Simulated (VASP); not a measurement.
Input:

```yaml
crystal:
  lattice:
    - [0.00000, 2.66699, 2.66699]
    - [2.66699, 0.00000, 2.66699]
    - [2.66699, 2.66699, 0.00000]
  atoms:
    - { symbol: Li, position: [0.00000, 0.00000, 0.00000] }
    - { symbol: Br, position: [0.50000, 0.50000, 0.50000] }
```

Calculation: HSE06 screened hybrid, VASP's PBE PAW potentials (set 64) (plane waves; VASP). Settings: 520 eV cut-off, 6×6×6 Γ-centred mesh, Gaussian smearing of 0.050 eV, potentials Li_sv Br.

Problem. Predict the energy per atom (σ→0), pressure, band gap (on the k-mesh) with the smallest direct gap where there is one.

Solution. 
```yaml
band gap (on the k-mesh): 6.64 eV
smallest direct gap (on the k-mesh): 6.64 eV
energy per atom (σ→0): -3.799 eV/atom
pressure: 24.2 kbar
```

Only differences to runs with the same potentials and settings are physical.

The compound is LiBr in the rock salt structure. This cell is one point of a volume scan, at 0.91 of the reference volume. The cell's shape comes from a PBE relaxation.
